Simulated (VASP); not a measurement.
An input for Quantum ESPRESSO's pw.x (written as the equivalent of a VASP run, and not itself run):

```
&CONTROL
  calculation = 'scf'
  pseudo_dir = './pseudo'
  outdir = './out'
  tprnfor = .true.
  tstress = .true.
/
&SYSTEM
  ibrav = 0
  nat = 16
  ntyp = 1
  ecutwfc = 58
  occupations = 'smearing'
  smearing = 'gaussian'
  degauss = 0.01999
  input_dft = 'pbe'
/
&ELECTRONS
  conv_thr = 7.3e-08
  electron_maxstep = 100
/
ATOMIC_SPECIES
  Hf 178.490 Hf.upf
CELL_PARAMETERS angstrom
     5.4157630    0.0000000    0.0000000
     0.0000000   10.0604760    0.0000000
     0.0000000    0.0000000   12.7732990
ATOMIC_POSITIONS crystal
  Hf   0.7500000  0.0000000  0.3131530
  Hf   0.7500000  0.5000000  0.3131530
  Hf   0.0833330  0.7500000  0.3131530
  Hf   0.4166670  0.2500000  0.3131530
  Hf   0.2500000  0.0000000  0.4377170
  Hf   0.2500000  0.5000000  0.4377170
  Hf   0.5833330  0.7500000  0.4377170
  Hf   0.9166670  0.2500000  0.4377170
  Hf   0.7500000  0.0000000  0.5622830
  Hf   0.7500000  0.5000000  0.5622830
  Hf   0.0833330  0.7500000  0.5622830
  Hf   0.4166670  0.2500000  0.5622830
  Hf   0.2500000  0.0000000  0.6868470
  Hf   0.2500000  0.5000000  0.6868470
  Hf   0.5833330  0.7500000  0.6868470
  Hf   0.9166670  0.2500000  0.6868470
K_POINTS automatic
  5 3 1 0 0 0
```

### Question
Write the VASP files for the same calculation (PBE).

### Answer
Several could match; the one computed here: 
KPOINTS:
```
Automatic
0
gamma
  5 3 1
0 0 0
```

**POSCAR**
```
Hf
12.7732990
  0.4239909361   0.0000000000   0.0000000000
  0.0000000000   0.7876176703   0.0000000000
  0.0000000000   0.0000000000   1.0000000000
Hf
16
Cart
  0.3179932021   0.0000000000   0.3131530000
  0.3179932021   0.3938088351   0.3131530000
  0.0353324367   0.5907132527   0.3131530000
  0.1766630314   0.1969044176   0.3131530000
  0.1059977340   0.0000000000   0.4377170000
  0.1059977340   0.3938088351   0.4377170000
  0.2473279047   0.5907132527   0.4377170000
  0.3886584994   0.1969044176   0.4377170000
  0.3179932021   0.0000000000   0.5622830000
  0.3179932021   0.3938088351   0.5622830000
  0.0353324367   0.5907132527   0.5622830000
  0.1766630314   0.1969044176   0.5622830000
  0.1059977340   0.0000000000   0.6868470000
  0.1059977340   0.3938088351   0.6868470000
  0.2473279047   0.5907132527   0.6868470000
  0.3886584994   0.1969044176   0.6868470000
```

INCAR:
```
ALGO = Normal
EDIFF = 1E-6
ENCUT = 300
GGA = PE
ISIF = 2
ISMEAR = 0
LASPH = .TRUE.
LCHARG = .FALSE.
LMAXMIX = 6
LREAL = Auto
LWAVE = .FALSE.
NELM = 100
PREC = Accurate
SIGMA = 0.272
SYSTEM = Hf
```

POTCAR, in this order: Hf_pv (PBE.64 set). Program: vasp_std.

What does not carry over: the potentials are each code's own (VASP's PAW set, PseudoDojo norm-conserving files in pw.x), so ENCUT and ecutwfc are chosen apart and not converted; conv_thr bounds pw.x's estimated SCF error, while EDIFF bounds the energy change between steps.

The cell is a sheet with vacuum, built from a generated structure.
